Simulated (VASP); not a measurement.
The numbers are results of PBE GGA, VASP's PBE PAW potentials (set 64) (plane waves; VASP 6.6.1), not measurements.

VASP ran on this input.

**POSCAR**
```
SiC
1.0
  0.0000000000   2.1857910027   2.1857910027
  2.1857910027   0.0000000000   2.1857910027
  2.1857910027   2.1857910027   0.0000000000
Si C
1 1
direct
  0.0000000000   0.0000000000   0.0000000000
  0.2500000000   0.2500000000   0.2500000000
```

**INCAR**
```
EDIFF = 1E-7
LWAVE = .FALSE.
PREC = Accurate
ISIF = 3
GGA = PE   ! PBE
LREAL = .FALSE.   ! projection in real space or not
IBRION = 2   ! conjugate gradients
NELM = 100   ! most electronic steps
SIGMA = 0.05
LASPH = .TRUE.   ! aspherical one-centre terms
NSW = 40   ! most ionic steps
ISMEAR = 0
LCHARG = .FALSE.
SYSTEM = SiC
ALGO = Normal   ! blocked Davidson
EDIFFG = -0.01   ! ionic stop
PSTRESS = 10
ENCUT = 600
```

### KPOINTS
```
Automatic mesh
0
Gamma
10 10 10
0 0 0
```

POTCAR, in this order: Si C (PBE.64 set). Program: vasp_std.

The resulting files:

**OSZICAR**
```
       N       E                     dE             d eps       ncg     rms          rms(c)
DAV:   1     0.572610302383E+01    0.57261E+01   -0.44974E+03   800   0.948E+02
DAV:   2    -0.165282870266E+02   -0.22254E+02   -0.20720E+02  1128   0.112E+02
DAV:   3    -0.168889505814E+02   -0.36066E+00   -0.36066E+00   872   0.176E+01
DAV:   4    -0.168901690077E+02   -0.12184E-02   -0.12184E-02  1168   0.109E+00
DAV:   5    -0.168901695228E+02   -0.51511E-06   -0.51511E-06   904   0.179E-02    0.871E+00
DAV:   6    -0.151201735011E+02    0.17700E+01   -0.75872E+00   824   0.156E+01    0.382E+00
DAV:   7    -0.150690888434E+02    0.51085E-01   -0.33013E-01  1128   0.410E+00    0.175E+00
DAV:   8    -0.150613744479E+02    0.77144E-02   -0.18671E-02   792   0.126E+00    0.164E-01
DAV:   9    -0.150616661828E+02   -0.29173E-03   -0.81750E-04  1208   0.246E-01    0.103E-01
DAV:  10    -0.150617772450E+02   -0.11106E-03   -0.21029E-04  1040   0.114E-01    0.221E-02
DAV:  11    -0.150617782067E+02   -0.96168E-06   -0.43014E-05   928   0.405E-02    0.559E-03
DAV:  12    -0.150617783617E+02   -0.15508E-06   -0.16856E-06   920   0.101E-02    0.139E-03
DAV:  13    -0.150617784513E+02   -0.89531E-07   -0.15787E-07   760   0.338E-03
   1 F= -.14931418E+02 E0= -.14931418E+02  d E =-.149314E+02
```

### OUTCAR
```
------------------------ aborting loop because EDIFF is reached ----------------------------------------
  FORCE on cell =-STRESS in cart. coord.  units (eV):
  Direction    XX          YY          ZZ          XY          YZ          ZX
  --------------------------------------------------------------------------------------
  Total        0.1319445      0.1319445      0.1319445      0.0000000      0.0000000     -0.0000000
  in kB       10.1215251     10.1215251     10.1215251      0.0000000      0.0000000     -0.0000000
  external PRESSURE =       0.1215251 kB  Pullay stress =      10.0000000 kB
  volume of cell :       20.89
      direct lattice vectors                 reciprocal lattice vectors
     0.000000000  2.185791003  2.185791003    -0.228750141  0.228750141  0.228750141
     2.185791003  0.000000000  2.185791003     0.228750141 -0.228750141  0.228750141
     2.185791003  2.185791003  0.000000000     0.228750141  0.228750141 -0.228750141
  FREE ENERGIE OF THE ION-ELECTRON SYSTEM (eV)
  ---------------------------------------------------
  free  energy   TOTEN  =       -15.0617784513 eV

  energy  without entropy=      -15.0617784513  energy(sigma->0) =      -15.06177845
  enthalpy is  TOTEN    =       -14.9314181621 eV   P V=        0.1303602892

 reached required accuracy - stopping structural energy minimisation
```
(Selected blocks of OUTCAR.)

The compound is SiC in the zinc blende structure. It was relaxed first under an external pressure of 1 GPa.
